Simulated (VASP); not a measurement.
Input:

```xyz
1
Lattice="0.0000 1.9600 1.9600 1.9600 0.0000 1.9600 1.9600 1.9600 0.0000" Properties=species:S:1:pos:R:3 pbc="T T T"
Pt     0.0000     0.0000     0.0000
```

The numbers are results of LDA (Ceperley-Alder, Perdew-Zunger), VASP's LDA PAW potentials (set 64) (plane waves; VASP), not measurements. Run with 400 eV cut-off, 14×14×14 Γ-centred mesh, first-order Methfessel-Paxton smearing of 0.10 eV, potentials Pt.

**Question.** The ions, cell shape and volume are relaxed. Which structure does the run end with?

**Answer.** 
```xyz
1
Lattice="0.0000 1.9481 1.9481 1.9481 0.0000 1.9481 1.9481 1.9481 0.0000" Properties=species:S:1:pos:R:3 pbc="T T T"
Pt     1.9481     1.9481     0.0000
```
Space group Fm-3m (225), at a tolerance of 0.03 Å.

**Question.** How do energy and volume change from the first to the last step?

**Answer.** The energy (σ→0) changes by -4.7 meV/atom and the volume by -1.8 %, in 4 ionic steps.

```tsv
step	E(σ→0) (eV)	max force (eV/Å)	pressure (GPa)	volume (Å³)
1	-7.5088	0.000	-5.40	15.06
2	-7.4656	0.000	20.15	13.98
3	-7.5134	0.000	-0.13	14.79
4	-7.5134	0.000	-0.01	14.79
```

The compound is Pt in the fcc structure. This run relaxes it. Symmetry was kept, so distortions that lower it aren't found.
